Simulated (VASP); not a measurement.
Output of a VASP run:

### OUTCAR
```
 ion  position               nearest neighbor table
   1  0.667  0.333  0.500-   4 1.91   4 1.91   4 1.91   3 1.92
   2  0.333  0.667  0.000-   3 1.91   3 1.91   3 1.91   4 1.92
   3  0.667  0.333  0.877-   2 1.91   2 1.91   2 1.91   1 1.92
   4  0.333  0.667  0.377-   1 1.91   1 1.91   1 1.91   2 1.92
  LATTYP: Found a hexagonal cell.
 ALAT       =     3.1228616957
 C/A-ratio  =     1.6287366488
 Subroutine PRICEL returns:
 Original cell was already a primitive cell.
 Subroutine GETGRP returns: Found 12 space group operations
The static configuration has the point symmetry C_3v.
 The point group associated with its full space group is C_6v.
The dynamic configuration has the point symmetry C_3v.
 Subroutine INISYM returns: Found 12 space group operations
 Subroutine IBZKPT returns following result:
 Found     30 irreducible k-points:

 Following reciprocal coordinates:
            Coordinates               Weight
  0.000000  0.000000  0.000000      1.000000
  0.125000 -0.000000  0.000000      6.000000
  0.250000 -0.000000  0.000000      6.000000
  0.375000  0.000000  0.000000      6.000000
  0.500000 -0.000000  0.000000      3.000000
  0.125000  0.125000  0.000000      6.000000
  0.250000  0.125000  0.000000     12.000000
  0.375000  0.125000  0.000000     12.000000
  0.250000  0.250000  0.000000      6.000000
  0.375000  0.250000  0.000000      6.000000
  0.000000  0.000000  0.200000      2.000000
  0.125000 -0.000000  0.200000     12.000000
  0.250000 -0.000000  0.200000     12.000000
  0.375000  0.000000  0.200000     12.000000
  0.500000 -0.000000  0.200000      6.000000
  0.125000  0.125000  0.200000     12.000000
  0.250000  0.125000  0.200000     24.000000
  0.375000  0.125000  0.200000     24.000000
  0.250000  0.250000  0.200000     12.000000
  0.375000  0.250000  0.200000     12.000000
  0.000000  0.000000  0.400000      2.000000
  0.125000 -0.000000  0.400000     12.000000
  0.250000 -0.000000  0.400000     12.000000
  0.375000  0.000000  0.400000     12.000000
  0.500000 -0.000000  0.400000      6.000000
  0.125000  0.125000  0.400000     12.000000
  0.250000  0.125000  0.400000     24.000000
  0.375000  0.125000  0.400000     24.000000
  0.250000  0.250000  0.400000     12.000000
  0.375000  0.250000  0.400000     12.000000
   k-points           NKPTS =     30   k-points in BZ     NKDIM =     30   number of bands    NBANDS=     22
   number of dos      NEDOS =    301   number of ions     NIONS =      4
   total plane-waves  NPLWV =  23040
   dimension x,y,z NGX =    24 NGY =   24 NGZ =   40
   dimension x,y,z NGXF=    48 NGYF=   48 NGZF=   80
   ions per type =               2   2
   PREC   = accura    normal or accurate (medium, high low for compatibility)
   ISTART =      0    job   : 0-new  1-cont  2-samecut
   ICHARG =      2    charge: 1-file 2-atom 10-const
   ISPIN  =      1    spin polarized calculation?
   LNONCOLLINEAR =      F non collinear calculations
   LSORBIT =      F    spin-orbit coupling
   INIWAV =      1    electr: 0-lowe 1-rand  2-diag
   ENCUT  =  520.0 eV  38.22 Ry    6.18 a.u.   5.81  5.81  9.46*2*pi/ulx,y,z
   NELM   =    100;   NELMIN=  2; NELMDL= -5     # of ELM steps
   EDIFF  = 0.1E-06   stopping-criterion for ELM
   LREAL  =      F    real-space projection
   NLSPLINE    = F    spline interpolate recip. space projectors
   LMAXMIX     =    4 max onsite mixed and CHGCAR
   VOSKOWN=      0    Vosko Wilk Nusair interpolation
   EDIFFG = -.1E-01   stopping-criterion for IOM
   NSW    =     30    number of steps for IOM
   NBLOCK =      1;   KBLOCK =     30    inner block; outer block
   IBRION =      2    ionic relax: 0-MD 1-quasi-New 2-CG
   NFREE  =      1    steps in history (QN), initial steepest desc. (CG)
   ISIF   =      4    stress and relaxation
   ISYM   =      2    0-nonsym 1-usesym 2-fastsym
   TEIN   =    0.0    initial temperature
   TEBEG  =    0.0;   TEEND  =   0.0 temperature during run
   SMASS  =  -3.00    Nose mass-parameter (am)
...
```

### OSZICAR
```
       N       E                     dE             d eps       ncg     rms          rms(c)
DAV:   1     0.284318600971E+03    0.28432E+03   -0.18646E+04  1416   0.313E+03
DAV:   2     0.149752647564E+02   -0.26934E+03   -0.26095E+03  1472   0.529E+02
DAV:   3    -0.182837646144E+02   -0.33259E+02   -0.32770E+02  1524   0.154E+02
DAV:   4    -0.194940606985E+02   -0.12103E+01   -0.12075E+01  1788   0.317E+01
DAV:   5    -0.195196988845E+02   -0.25638E-01   -0.25620E-01  1508   0.416E+00    0.108E+01
DAV:   6    -0.155086147119E+02    0.40111E+01   -0.13702E+01  2434   0.597E+01    0.311E+00
DAV:   7    -0.155881101120E+02   -0.79495E-01   -0.17819E+00  1434   0.106E+01    0.269E+00
DAV:   8    -0.155684700473E+02    0.19640E-01   -0.27199E-01  2164   0.895E+00    0.859E-01
DAV:   9    -0.155457617211E+02    0.22708E-01   -0.10824E-01  2376   0.598E+00    0.278E-01
DAV:  10    -0.155465641272E+02   -0.80241E-03   -0.59763E-03  1480   0.788E-01    0.914E-02
DAV:  11    -0.155465254279E+02    0.38699E-04   -0.83896E-04  2038   0.607E-01    0.120E-02
DAV:  12    -0.155465347373E+02   -0.93094E-05   -0.96446E-05  1466   0.985E-02    0.971E-03
DAV:  13    -0.155465345729E+02    0.16439E-06   -0.89160E-06  2154   0.330E-02    0.486E-03
DAV:  14    -0.155465346289E+02   -0.55994E-07   -0.37946E-06  1824   0.152E-02    0.212E-03
DAV:  15    -0.155465346938E+02   -0.64942E-07   -0.29045E-07  1402   0.545E-03
   1 F= -.15546535E+02 E0= -.15546535E+02  d E =-.155465E+02
       N       E                     dE             d eps       ncg     rms          rms(c)
DAV:   1    -0.155465766106E+02   -0.41982E-04   -0.21917E-02  1340   0.116E+00    0.411E-02
DAV:   2    -0.155466174185E+02   -0.40808E-04   -0.67129E-04  1628   0.272E-01    0.235E-02
DAV:   3    -0.155466083943E+02    0.90242E-05   -0.34193E-05  1964   0.554E-02    0.784E-03
DAV:   4    -0.155466073511E+02    0.10432E-05   -0.29635E-06  1632   0.175E-02    0.136E-03
DAV:   5    -0.155466074068E+02   -0.55698E-07   -0.49641E-07  1476   0.771E-03
   2 F= -.15546607E+02 E0= -.15546607E+02  d E =-.727129E-04
       N       E                     dE             d eps       ncg     rms          rms(c)
DAV:   1    -0.155466080008E+02   -0.64973E-06   -0.38441E-04  1348   0.153E-01    0.547E-03
DAV:   2    -0.155466087122E+02   -0.71138E-06   -0.11859E-05  1682   0.358E-02    0.313E-03
DAV:   3    -0.155466085543E+02    0.15789E-06   -0.51766E-07  1488   0.709E-03    0.106E-03
DAV:   4    -0.155466085453E+02    0.89358E-08   -0.79632E-08   828   0.283E-03
   3 F= -.15546609E+02 E0= -.15546609E+02  d E =-.738515E-04
       N       E                     dE             d eps       ncg     rms          rms(c)
DAV:   1    -0.155469553649E+02   -0.34681E-03   -0.10120E-02  1522   0.876E-01    0.110E-01
DAV:   2    -0.155467440218E+02    0.21134E-03   -0.53874E-04  1658   0.375E-01    0.660E-02
DAV:   3    -0.155466202003E+02    0.12382E-03   -0.21134E-04  1836   0.232E-01    0.639E-03
DAV:   4    -0.155466251852E+02   -0.49850E-05   -0.59843E-05  1356   0.836E-02    0.411E-03
DAV:   5    -0.155466248895E+02    0.29574E-06   -0.25738E-06  1940   0.164E-02    0.122E-03
DAV:   6    -0.155466249181E+02   -0.28630E-07   -0.41467E-07  1410   0.635E-03
   4 F= -.15546625E+02 E0= -.15546625E+02  d E =-.163728E-04
```

**OUTCAR**
```
------------------------ aborting loop because EDIFF is reached ----------------------------------------
  FORCE on cell =-STRESS in cart. coord.  units (eV):
  Direction    XX          YY          ZZ          XY          YZ          ZX
  --------------------------------------------------------------------------------------
  Total        3.5415985      3.5415984      3.4922141      0.0000000      0.0000000      0.0000000
  in kB      132.0900638    132.0900593    130.2481883      0.0000000      0.0000000      0.0000000
  external PRESSURE =     131.4761038 kB  Pullay stress =       0.0000000 kB
  volume of cell :       42.96
      direct lattice vectors                 reciprocal lattice vectors
     1.560443190 -2.702766841  0.000000000     0.320421790 -0.184995610 -0.000000000
     1.560443190  2.702766841  0.000000000     0.320421790  0.184995610  0.000000000
     0.000000000 -0.000000000  5.092760063     0.000000000  0.000000000  0.196357179
  FREE ENERGIE OF THE ION-ELECTRON SYSTEM (eV)
  ---------------------------------------------------
  free  energy   TOTEN  =       -15.5466249181 eV

  energy  without entropy=      -15.5466249181  energy(sigma->0) =      -15.54662492

 reached required accuracy - stopping structural energy minimisation
```
(Selected blocks of OUTCAR.)

### POSCAR
```
GaN
1
    1.5614308640    -2.7044775517     0.0000000000
    1.5614308640     2.7044775517     0.0000000000
    0.0000000000     0.0000000000     5.0863192930
Ga N
2 2
Direct
  0.6666670000   0.3333330000   0.5001157829
  0.3333330000   0.6666670000   0.0001157829
  0.6666670000   0.3333330000   0.8768842171
  0.3333330000   0.6666670000   0.3768842171
```

Question: Reconstruct the remaining input files.

Answer: One answer among several that fit: the input of the run itself, vdW-DF-cx, plane waves, VASP's PBE PAW potentials (set 64).

### KPOINTS
```
K-points
0
gamma
  8 8 5
```

**INCAR**
```
SYSTEM = GaN
PREC = Accurate
ENCUT = 520
EDIFF = 1E-7
NELM = 100
ALGO = Normal
LREAL = .FALSE.
LASPH = .TRUE.
ISMEAR = 0
SIGMA = 0.05
GGA = CX
LUSE_VDW = .TRUE.
AGGAC = 0.0
LMAXMIX = 4
LWAVE = .FALSE.
LCHARG = .FALSE.
ISIF = 4
IBRION = 2
NSW = 30
EDIFFG = -0.01
```

POTCAR, in this order: Ga_d N (PBE.64 set). Program: vasp_std.

The compound is GaN in the wurtzite structure. This cell is one point of a volume scan, at 0.94 of the reference volume. Symmetry was kept, so distortions that lower it aren't found.
